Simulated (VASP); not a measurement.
Data:

```yaml
crystal:
  lattice:
    - [0.00000, 3.34415, 3.34415]
    - [3.34415, 0.00000, 3.34415]
    - [3.34415, 3.34415, 0.00000]
  atoms:
    - { symbol: K, position: [0.00000, 0.00000, 0.00000] }
    - { symbol: Br, position: [0.50000, 0.50000, 0.50000] }
```

Calculation: vdW-DF2, VASP's PBE PAW potentials (set 64) (plane waves; VASP). Numerical set-up: 520 eV cut-off, 7×7×7 Γ-centred mesh, Gaussian smearing of 0.050 eV, potentials K_sv Br.

Give the energy at these volumes per atom, relative to the lowest: 35.09, 36.21, 37.33, 38.45, 39.57 Å³.

8.0, 2.0, 0.0, 1.4, 5.7 meV/atom. A third-order Birch-Murnaghan fit gives B0 = 16.0 GPa and B0′ = 4.8.

The compound is KBr in the rock salt structure. It was relaxed first.
